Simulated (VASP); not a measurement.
Consider the following.

```xyz
8
Lattice="4.5615 0.0000 0.0000 0.0000 6.4509 0.0000 0.0000 0.0000 24.2660" Properties=species:S:1:pos:R:3 pbc="T T T"
Ba     0.0000     0.0000     8.7119
Ba     2.2807     3.2255    10.9926
Ba     0.0000     0.0000    13.2734
Ba     2.2807     3.2255    15.5541
S      2.2807     0.0000    10.9926
S      0.0000     3.2255     8.7119
S      2.2807     0.0000    15.5541
S      0.0000     3.2255    13.2734
```

All values below come from r2SCAN meta-GGA, VASP's PBE PAW potentials (set 64) (plane waves; VASP 6.6.1). Numerical set-up: PREC = Normal, EDIFF = 1E-5, 400 eV cut-off, 5×3×1 Γ-centred mesh, Gaussian smearing of 0.050 eV, potentials Ba_sv S.

**Question.** The ions are relaxed. What does this cell relax into?

**Answer.** 
```xyz
8
Lattice="4.5615 0.0000 0.0000 0.0000 6.4509 0.0000 0.0000 0.0000 24.2660" Properties=species:S:1:pos:R:3 pbc="T T T"
Ba     0.0000     0.0000     8.8494
Ba     2.2807     3.2255    10.9022
Ba     0.0000     0.0000    13.3638
Ba     2.2807     3.2255    15.4166
S      2.2807     0.0000    10.8704
S      0.0000     3.2255     8.8580
S      2.2807     0.0000    15.4080
S      0.0000     3.2255    13.3957
```

**Question.** How much energy does the relaxation gain?

**Answer.** The energy (σ→0) changes by -36.6 meV/atom, in 13 ionic steps.

```json
[
 {"step": "1", "E(σ→0) (eV)": "-153.9066", "max force (eV/Å)": "0.680", "pressure (GPa)": "-0.73", "volume (Å³)": "714.05"},
 {"step": "2", "E(σ→0) (eV)": "-154.0190", "max force (eV/Å)": "0.517", "pressure (GPa)": "-0.75", "volume (Å³)": "714.05"},
 {"step": "3", "E(σ→0) (eV)": "-154.1869", "max force (eV/Å)": "0.163", "pressure (GPa)": "-0.34", "volume (Å³)": "714.05"},
 {"step": "4", "E(σ→0) (eV)": "-154.1885", "max force (eV/Å)": "0.145", "pressure (GPa)": "-0.31", "volume (Å³)": "714.05"},
 {"step": "5", "E(σ→0) (eV)": "-154.1884", "max force (eV/Å)": "0.152", "pressure (GPa)": "-0.33", "volume (Å³)": "714.05"},
 {"step": "6", "E(σ→0) (eV)": "-154.1916", "max force (eV/Å)": "0.100", "pressure (GPa)": "-0.30", "volume (Å³)": "714.05"},
 {"step": "7", "E(σ→0) (eV)": "-154.1934", "max force (eV/Å)": "0.098", "pressure (GPa)": "-0.27", "volume (Å³)": "714.05"},
 {"step": "8", "E(σ→0) (eV)": "-154.1960", "max force (eV/Å)": "0.080", "pressure (GPa)": "-0.24", "volume (Å³)": "714.05"},
 {"step": "9", "E(σ→0) (eV)": "-154.1980", "max force (eV/Å)": "0.040", "pressure (GPa)": "-0.16", "volume (Å³)": "714.05"},
 {"step": "10", "E(σ→0) (eV)": "-154.1989", "max force (eV/Å)": "0.030", "pressure (GPa)": "-0.14", "volume (Å³)": "714.05"},
 {"step": "11", "E(σ→0) (eV)": "-154.1990", "max force (eV/Å)": "0.030", "pressure (GPa)": "-0.16", "volume (Å³)": "714.05"},
 {"step": "12", "E(σ→0) (eV)": "-154.1990", "max force (eV/Å)": "0.033", "pressure (GPa)": "-0.16", "volume (Å³)": "714.05"},
 {"step": "13", "E(σ→0) (eV)": "-154.1993", "max force (eV/Å)": "0.005", "pressure (GPa)": "-0.18", "volume (Å³)": "714.05"}
]
```

The cell is a thin slab with vacuum, built from BaS (rock salt): (110) face.
